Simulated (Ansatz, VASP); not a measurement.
**Two plane-wave programs on Si2NF2**

Contents of INCAR:

```
  ALGO = Normal
  EDIFF = 1E-6
  EDIFFG = -0.04
  ENCUT = 600
  GGA = PE
  IBRION = 2
  ISIF = 3
  ISMEAR = 0
  LASPH = True
  LCHARG = False
  LREAL = False
  LWAVE = False
  NELM = 60
  NSW = 90
  PREC = Accurate
  SIGMA = 0.1
```

KPOINTS

```
k-points
0
Gamma
  6 6 2
```

File POSCAR:

```
Si2NF2
1.0
    3.1975020200      0.0000000000      0.0000000000
   -1.5987510100      2.7691179800      0.0000000000
    0.0000000000      0.0000000000      7.8073356200
Si N F
2 1 2
Direct
    0.3333333300      0.6666666700      0.3453400100
    0.6666666700      0.3333333300      0.6546599900
    0.0000000000      0.0000000000      0.5000000000
    0.3333333300      0.6666666700      0.8444100000
    0.6666666700      0.3333333300      0.1555900000
```

Input for Ansatz:

```yaml
crystal:
  lattice:
    - [3.19750202, 0.0, 0.0]
    - [-1.59875101, 2.76911798, 0.0]
    - [0.0, 0.0, 7.80733562]
  atoms:
    - { symbol: Si, position: [0.33333333, 0.66666667, 0.34534001] }
    - { symbol: Si, position: [0.66666667, 0.33333333, 0.65465999] }
    - { symbol: "N", position: [0.0, 0.0, 0.5] }
    - { symbol: F, position: [0.33333333, 0.66666667, 0.84441] }
    - { symbol: F, position: [0.66666667, 0.33333333, 0.15559] }
basis:
  ecutwfc: 420
kpoints:
  mp_grid: { grid: [6, 6, 2] }
hamiltonian:
  xc: pbe
scf:
  occupations: { method: gaussian, width: 0.1 }
  lower_state_search: "off"
output:
  forces: true
  stress: true
  eigenvalues: true
relax:
  adjacent_minimum: "off"
  f_tol: 0.04
  max_steps: 70
  cell: { stress_tol: 0.4 }
```

Change from the starting cell: species swapped into the La2GeI2 type (P-3m1, No. 164).

Alike in both runs: task relaxation of cell and atoms; functional PBE; k mesh 6 × 6 × 2; occupations gaussian, width 0.1 eV; no spin polarisation.

|  | VASP | Ansatz |
| --- | --- | --- |
| version | VASP 6.6.1 | Ansatz 0.2.0 |
| potentials or method | VASP PAW PBE potentials, release 64 (Si, N, F) | scalar-relativistic, plane waves, PAW |
| plane-wave cutoff (eV) | 600 | 420 |
| valence electrons in the cell | 27 | 27 |

Ansatz gave:

```
gap on the k mesh at the Fermi level, each at its own relaxed structure (eV) : none
relaxed volume (Å³/atom)                                                     : 13.87
relaxed cell length with the largest relative difference (Å)                 : 7.809
energy change over the relaxation (meV/atom)                                 : -151
```

Question: What did VASP give for the same quantities?

Answer: gap on the k mesh at the Fermi level, each at its own relaxed structure (eV): none; relaxed volume (Å³/atom): 13.03; relaxed cell length with the largest relative difference (Å): 7.353; energy change over the relaxation (meV/atom): -150.

A gap of «none» marks a metal or a gap that the smearing closes. One of these differences is far larger than is usual between the two programs; its cause wasn't traced.

Caveats: the k mesh is coarse (spacing up to 0.40 Å⁻¹), so the values aren't converged; an odd number of electrons without spin polarisation forces a metal; a magnetic or distorted state may lie lower.
